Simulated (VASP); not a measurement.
# Ta2SiO3 (Amm2) in VASP: density of states with PBE

Aim: the density of states of Ta2SiO3 with PBE.

All numbers are computed with VASP 6.6.1; they aren't measurements. Logs are shortened: lines on timing, memory, paths and dates and some standing lists are left out, and cuts for length are marked.

## 1. The structure

It takes space group Amm2 (No. 38, orthorhombic). Conventional cell: a = 3.034 Å, b = 6.766 Å, c = 8.283 Å, α = 90.00°, β = 90.00°, γ = 90.00°. Around Ta (site symmetry mm2) lie 4 O at 2.11 to 2.14 Å. Ta (site symmetry mm2) has 5 O at 2.03 to 2.10 Å as nearest neighbours. Si (site symmetry mm2) has 3 Ta at 2.53 to 2.64 Å as nearest neighbours. O (site symmetry m) has 3 Ta at 2.03 to 2.11 Å as nearest neighbours. O (site symmetry mm2) is surrounded by 3 Ta at 2.10 to 2.14 Å.

The cell was built by a generator and needn't be a form met in nature.

## 2. Density of states, PBE

Contents of POSCAR:

```
Ta2SiO3
1.0
    3.0344800000      0.0000000000      0.0000000000
    0.0000000000      3.3828500000      4.1412800000
    0.0000000000     -3.3828500000      4.1412800000
Ta Si O
2 1 3
Direct
    0.5000000000      0.4712140000      0.4712140000
    0.0000000000      0.0349720000      0.0349720000
    0.0000000000      0.7160520000      0.7160520000
    0.5000000000      0.7958320000      0.1737880000
    0.5000000000      0.1737880000      0.7958320000
    0.0000000000      0.2884220000      0.2884220000
```

Contents of INCAR.step1:

```
  PREC = Accurate
  ENCUT = 520
  EDIFF = 1E-7
  ISMEAR = 0
  SIGMA = 0.1
  LREAL = F
  LASPH = T
  NELM = 100
  ALGO = Fast
  ISIF = 2
  LWAVE = F
  LCHARG = T
  LMAXMIX = 4
  GGA = PE
  NBANDS = 31
  KPAR = 2
```

Contents of KPOINTS.step1:

```
Automatic mesh
0
Gamma
  10 6 6
```

Contents of INCAR.step2:

```
  PREC = Accurate
  ENCUT = 520
  EDIFF = 1E-7
  ISMEAR = -5
  SIGMA = 0.1
  LREAL = F
  LASPH = T
  NELM = 100
  ALGO = Fast
  ISIF = 2
  LWAVE = F
  LCHARG = F
  LMAXMIX = 4
  GGA = PE
  LORBIT = 10
  NBANDS = 31
  KPAR = 2
  NEDOS = 1001
  ICHARG = 11
```

Contents of KPOINTS.step2:

```
Automatic mesh
0
Gamma
  15 9 9
```

Potentials or basis: VASP PAW PBE potentials, release 64 (Ta_pv, Si, O).

Launch:

```bash
cat potpaw_PBE.64/Ta_pv/POTCAR potpaw_PBE.64/Si/POTCAR potpaw_PBE.64/O/POTCAR > POTCAR
cp INCAR.step1 INCAR
cp KPOINTS.step1 KPOINTS
mpirun -np 2 vasp_std > vasp.out
cp INCAR.step2 INCAR
cp KPOINTS.step2 KPOINTS
mpirun -np 2 vasp_std > vasp.out
```

OUTCAR:

```text
PREC = Accurate
   ENCUT = 520
   EDIFF = 1E-7
   ISMEAR = -5
   LREAL = F
   LASPH = T
   NELM = 100
   ISIF = 2
   GGA = PE
   LORBIT = 10
   ICHARG = 11

 ion  position               nearest neighbor table
   1  0.500  0.471  0.471-   4 2.11   5 2.11   6 2.14   6 2.14   3 2.53   3 2.53
   2  0.000  0.035  0.035-   4 2.03   5 2.03   4 2.03   5 2.03   6 2.10   3 2.64
   3  0.000  0.716  0.716-   1 2.53   1 2.53   2 2.64
   4  0.500  0.796  0.174-   2 2.03   2 2.03   1 2.11
   5  0.500  0.174  0.796-   2 2.03   2 2.03   1 2.11
   6  0.000  0.288  0.288-   2 2.10   1 2.14   1 2.14

  LATTYP: Found a base centered orthorhombic cell.
 ALAT       =     6.7657000000
 B/A-ratio  =     1.2241985308
 C/A-ratio  =     0.4485093930

  Lattice vectors:

 A1 = (   0.0000000000,   3.3828500000,  -4.1412800000)
 A2 = (   0.0000000000,   3.3828500000,   4.1412800000)
 A3 = (   3.0344800000,   0.0000000000,   0.0000000000)

Analysis of symmetry for initial positions (statically):
=====================================================================
 Subroutine PRICEL returns:
 Original cell was already a primitive cell.

 Routine SETGRP: Setting up the symmetry group for a
 base centered orthorhombic supercell.

 Subroutine GETGRP returns: Found  4 space group operations
 (whereof  4 operations were pure point group operations)
 out of a pool of  8 trial point group operations.

The static configuration has the point symmetry C_2v.

Analysis of symmetry for dynamics (positions and initial velocities):
=====================================================================
 Subroutine PRICEL returns:
 Original cell was already a primitive cell.

 Routine SETGRP: Setting up the symmetry group for a
 base centered orthorhombic supercell.

 Subroutine GETGRP returns: Found  4 space group operations
 (whereof  4 operations were pure point group operations)
 out of a pool of  8 trial point group operations.

The dynamic configuration has the point symmetry C_2v.

 Subroutine INISYM returns: Found  4 space group operations
 (whereof  4 operations are pure point group operations),
 and found     1 'primitive' translations

----------------------------------------------------------------------------------------

                                     Primitive cell

  volume of cell :      85.0221

  direct lattice vectors                    reciprocal lattice vectors
     3.034480000  0.000000000  0.000000000     0.329545754  0.000000000  0.000000000
     0.000000000  3.382850000  4.141280000     0.000000000  0.147804366  0.120735618
     0.000000000 -3.382850000  4.141280000     0.000000000 -0.147804366  0.120735618

  length of vectors
     3.034480000  5.347324019  5.347324019     0.329545754  0.190848684  0.190848684

  position of ions in fractional coordinates (direct lattice)
     0.500000000  0.471214000  0.471214000
     0.000000000  0.034972000  0.034972000
     0.000000000  0.716052000  0.716052000
     0.500000000  0.795832000  0.173788000
     0.500000000  0.173788000  0.795832000
     0.000000000  0.288422000  0.288422000

  ion indices of the primitive-cell ions
   primitive index   ion index
                 1           1
                 2           2
                 3           3
                 4           4
                 5           5
                 6           6

----------------------------------------------------------------------------------------

 KPOINTS: Automatic mesh

Automatic generation of k-mesh.
 Grid dimensions read from file:
 generate k-points for:   15    9    9

 Generating k-lattice:

  Cartesian coordinates                     Fractional coordinates (reciprocal lattice)
     0.021969717  0.000000000  0.000000000     0.066666667  0.000000000  0.000000000
     0.000000000  0.016422707  0.013415069     0.000000000  0.111111111  0.000000000
     0.000000000 -0.016422707  0.013415069     0.000000000  0.000000000  0.111111111

  Length of vectors
     0.021969717  0.021205409  0.021205409

  Shift w.r.t. Gamma in fractional coordinates (k-lattice)
     0.000000000  0.000000000  0.000000000

 TETIRR: Found   1826 inequivalent tetrahedra from     7290

 Subroutine IBZKPT returns following result:
 ===========================================

 Found    200 irreducible k-points:

 Following reciprocal coordinates:
            Coordinates               Weight
  0.000000  0.000000  0.000000      1.000000
  0.066667  0.000000  0.000000      2.000000
  0.133333  0.000000  0.000000      2.000000
  0.200000  0.000000  0.000000      2.000000
  0.266667  0.000000  0.000000      2.000000
  0.333333  0.000000  0.000000      2.000000
[... 16 lines left out ...]
  0.400000  0.222222 -0.000000      8.000000
  0.466667  0.222222 -0.000000      8.000000
 [... further k-points ...]
   k-points           NKPTS =    200   k-points in BZ     NKDIM =    200   number of bands    NBANDS=     31
   number of dos      NEDOS =   1001   number of ions     NIONS =      6
   total plane-waves  NPLWV =  38400
   dimension x,y,z NGX =    24 NGY =   40 NGZ =   40
   dimension x,y,z NGXF=    48 NGYF=   80 NGZF=   80
   ions per type =               2   1   3
   NGX,Y,Z   is equivalent  to a cutoff of  13.15, 12.44, 12.44 a.u.
   NGXF,Y,Z  is equivalent  to a cutoff of  26.30, 24.87, 24.87 a.u.
 SYSTEM =  unknown system
   PREC   = accura    normal or accurate (medium, high low for compatibility)
   ISTART =      0    job   : 0-new  1-cont  2-samecut
   ICHARG =     11    charge: 1-file 2-atom 10-const
   ISPIN  =      1    spin polarized calculation?
   LNONCOLLINEAR =      F non collinear calculations
   LSORBIT =      F    spin-orbit coupling
   LASPH  =      T    aspherical Exc in radial PAW
   ENCUT  =  520.0 eV  38.22 Ry    6.18 a.u.   5.64  9.94  9.94*2*pi/ulx,y,z
   NELM   =    100;   NELMIN=  2; NELMDL=  0     # of ELM steps
   EDIFF  = 0.1E-06   stopping-criterion for ELM
   LREAL  =      F    real-space projection
   EDIFFG = 0.1E-05   stopping-criterion for IOM
   NSW    =      0    number of steps for IOM
   IBRION =     -1    ionic relax: 0-MD 1-quasi-New 2-CG
   NFREE  =      0    steps in history (QN), initial steepest desc. (CG)
   ISIF   =      2    stress and relaxation
   ISYM   =      2    0-nonsym 1-usesym 2-fastsym
   POTIM  = 0.5000    time-step for ionic-motion
   TEBEG  =    0.0;   TEEND  =   0.0 temperature during run
   PSTRESS=    0.0 pullay stress
   NELECT =      44.0000    total number of electrons
   NUPDOWN=      -1.0000    fix difference up-down
   EMIN   =  10.00;   EMAX   =-10.00  energy-range for DOS
   EFERMI =   0.00;   METHOD = LEGACY
   ISMEAR =    -5;   SIGMA  =   0.10  broadening in eV -4-tet -1-fermi 0-gaus
   EFERMI_NEDOS =   21; number of points for ismear=-14 and -15
   IALGO  =     68    algorithm
   IMIX   =      4    mixing-type and parameters
     AMIX     =   0.40;   BMIX     =  1.00
     AMIX_MAG =   1.60;   BMIX_MAG =  1.00
  volume/ion in A,a.u.               =      14.17        95.63
  Fermi-wavevector in a.u.,A,eV,Ry     =   1.314363  2.483785 23.504731  1.727549
  Thomas-Fermi vector in A             =   2.444621
   LORBIT       =     10    0 simple, 1 ext, 2 COOP (PROOUT), +10 PAW based schemes
   GGA     = PE    functional components
   LHFCALC =     F    Hartree Fock is set to
   AEXX    =    0.0000 exact exchange contribution
   IVDW    =     0    specifies the selected vdW correction
   LEPSILON=     F    determine dielectric tensor
   LRPA    =     F    only Hartree local field effects (RPA)
 non-spin polarized calculation
 RMM-DIIS sequential band-by-band and
 Fermi weights with tetrahedron method with Bloechl corrections
  energy-cutoff  :      520.00
  volume of cell :       85.02
 maximum number of plane-waves:      2318
 NGX is ok and might be reduce to    24

 number of electron      44.0000003 magnetization

 Free energy of the ion-electron system (eV)
  ---------------------------------------------------
  ext. energy  EPLUGINS =         0.00000000
  ---------------------------------------------------
  free energy    TOTEN  =       -53.56286174 eV

  energy without entropy =      -53.56286174  energy(sigma->0) =      -53.56286174

 E-fermi :   5.4430     XC(G=0): -10.9551

 val. band max:        5.4762586843   @ k =   0.0667   0.4444   0.1111
 cond. band min:       5.4127832390   @ k =   0.0000   0.1111   0.1111
 fundamental gap:     -0.0634754453
 Fermi energy:         5.4429817259

 k-point     1 :       0.0000    0.0000    0.0000
  band No.  band energies     occupation
      1     -31.1544      2.00000
      2     -30.8737      2.00000
      3     -30.8448      2.00000
      4     -30.2309      2.00000
      5     -29.8342      2.00000
      6     -29.5663      2.00000
[... 23 lines left out ...]
     30       9.3577      0.00000
     31      10.8334      0.00000

 k-point     2 :       0.0667    0.0000    0.0000
  band No.  band energies     occupation
      1     -31.1482      2.00000
      2     -30.9054      2.00000
      3     -30.8405      2.00000
      4     -30.2292      2.00000
      5     -29.8307      2.00000
      6     -29.5888      2.00000
[... 23 lines left out ...]
     30       9.5437      0.00000
     31      10.9457      0.00000

 k-point     3 :       0.1333    0.0000    0.0000
  band No.  band energies     occupation
      1     -31.1306      2.00000
      2     -30.9900      2.00000
      3     -30.8324      2.00000
      4     -30.2246      2.00000
      5     -29.8210      2.00000
      6     -29.6519      2.00000
[... 703 lines left out ...]
     30      10.2479      0.00000
     31      11.0229      0.00000

 k-point    24 :       0.4667    0.2222   -0.0000
  band No.  band energies     occupation
      1     -31.5219      2.00000
      2     -31.0090      2.00000
      3     -30.7844      2.00000
      4     -30.1920      2.00000
      5     -30.0657      2.00000
      6     -29.7484      2.00000
[... 23 lines left out ...]
     30      10.1699      0.00000
     31      11.3242      0.00000

 [... further k-points ...]

------------------------ aborting loop because EDIFF is reached ----------------------------------------

  FORCE on cell =-STRESS in cart. coord.  units (eV):
  Direction    XX          YY          ZZ          XY          YZ          ZX
  --------------------------------------------------------------------------------------
  -------------------------------------------------------------------------------------
  Total       -0.0562404     -0.0233065      0.0610037      0.0000000      0.0000000      0.0000000
  in kB       -1.0598085     -0.4391938      1.1495701      0.0000000      0.0000000      0.0000000
  external PRESSURE =      -0.1164774 kB  Pullay stress =       0.0000000 kB

 VOLUME and BASIS-vectors are now :
 -----------------------------------------------------------------------------
  energy-cutoff  :      520.00
  volume of cell :       85.02
      direct lattice vectors                 reciprocal lattice vectors
     3.034480000  0.000000000  0.000000000     0.329545754  0.000000000  0.000000000
     0.000000000  3.382850000  4.141280000     0.000000000  0.147804366  0.120735618
     0.000000000 -3.382850000  4.141280000     0.000000000 -0.147804366  0.120735618

 POSITION                                       TOTAL-FORCE (eV/Angst)
 -----------------------------------------------------------------------------------
      1.51724      0.00000      3.90286         0.000000      0.000000      0.001418
      0.00000      0.00000      0.28966         0.000000      0.000000     -0.002963
      0.00000      0.00000      5.93074         0.000000      0.000000      0.001944
      1.51724      2.10428      4.01547         0.000000     -0.010256     -0.000366
      1.51724     -2.10428      4.01547         0.000000      0.010256     -0.000366
      0.00000      0.00000      2.38887         0.000000      0.000000      0.000332
 -----------------------------------------------------------------------------------
    total drift:                                0.000000     -0.000000     -0.004913

  FREE ENERGIE OF THE ION-ELECTRON SYSTEM (eV)
  ---------------------------------------------------
  free  energy   TOTEN  =       -53.5628617371 eV

  energy  without entropy=      -53.5628617371  energy(sigma->0) =      -53.56286174

 total charge

# of ion       s       p       d       tot
------------------------------------------
    1        0.302   6.211   2.242   8.756
    2        0.322   6.260   2.180   8.762
    3        0.827   0.853   0.000   1.680
    4        1.569   3.503   0.000   5.071
    5        1.569   3.503   0.000   5.071
    6        1.565   3.448   0.000   5.012
--------------------------------------------------
tot          6.153  23.777   4.422  34.352
```

It took 5 min on 2 MPI ranks of Intel Xeon Platinum 8488C (Sapphire Rapids), shared host; peak memory 0.51 GiB.

What came out:

```
Valence electrons inside the program's atomic spheres : Ta 8.76; Si 1.68; O 5.07, 5.01
```

Levels at points of the mesh, in eV from the Fermi level:
| k point | band 20 | band 21 | band 22 | band 23 | band 24 | band 25 |
| --- | --- | --- | --- | --- | --- | --- |
| (0.00, 0.00, 0.00) | -1.35 | -0.52 | -0.10 | 0.12 | 1.09 | 1.47 |

States per cell in windows of 0.5 eV (zero at the Fermi level; states under -8 eV left out):
```
from (eV)  total  Ta2_d  Ta1_d  O6_p  O4_p  O5_p  Si3_p
     -8.0   1.72   0.16   0.09  0.05  0.35  0.35   0.01
     -7.5   2.38   0.37   0.10  0.20  0.47  0.47   0.01
     -7.0   2.75   0.23   0.20  0.70  0.29  0.29   0.02
     -6.5   1.91   0.14   0.11  0.32  0.32  0.32   0.02
     -6.0   2.61   0.14   0.13  0.31  0.51  0.51   0.02
     -5.5   2.48   0.09   0.09  0.32  0.55  0.55   0.01
     -5.0   2.38   0.04   0.11  0.67  0.34  0.34   0.01
     -4.5   1.75   0.02   0.03  0.66  0.22  0.22   0.00
     -4.0   0.06   0.00   0.00  0.03  0.01  0.01   0.00
     -3.5   0.00   0.00   0.00  0.00  0.00  0.00   0.00
     -3.0   0.06   0.00   0.01  0.00  0.00  0.00   0.01
     -2.5   0.96   0.04   0.16  0.04  0.03  0.03   0.15
     -2.0   1.24   0.08   0.26  0.06  0.03  0.03   0.18
     -1.5   0.89   0.11   0.13  0.04  0.01  0.01   0.14
     -1.0   1.66   0.21   0.41  0.05  0.05  0.05   0.17
     -0.5   1.23   0.25   0.28  0.04  0.05  0.05   0.10
      0.0   1.20   0.47   0.21  0.02  0.05  0.05   0.05
      0.5   1.21   0.49   0.24  0.02  0.05  0.05   0.03
      1.0   1.68   0.67   0.35  0.04  0.07  0.07   0.05
      1.5   2.44   0.76   0.70  0.10  0.10  0.10   0.07
      2.0   2.32   0.61   0.73  0.12  0.07  0.07   0.10
      2.5   1.93   0.44   0.59  0.10  0.05  0.05   0.12
      3.0   1.14   0.30   0.29  0.03  0.03  0.03   0.08
      3.5   1.32   0.26   0.42  0.05  0.02  0.02   0.04
      4.0   1.08   0.26   0.27  0.05  0.02  0.02   0.03
      4.5   1.58   0.37   0.41  0.03  0.03  0.03   0.04
      5.0   0.73   0.15   0.16  0.03  0.02  0.02   0.02
      5.5   1.49   0.38   0.28  0.05  0.06  0.06   0.04
      6.0   0.10   0.04   0.01  0.00  0.01  0.01   0.00
      6.5   0.00   0.00   0.00  0.00  0.00  0.00   0.00
      7.0   0.00   0.00   0.00  0.00  0.00  0.00   0.00
      7.5   0.00   0.00   0.00  0.00  0.00  0.00   0.00
```

Caveat: tetrahedron occupations give inexact forces and stress in metals. The run has no spin-orbit coupling, so splittings on Ta are missing.
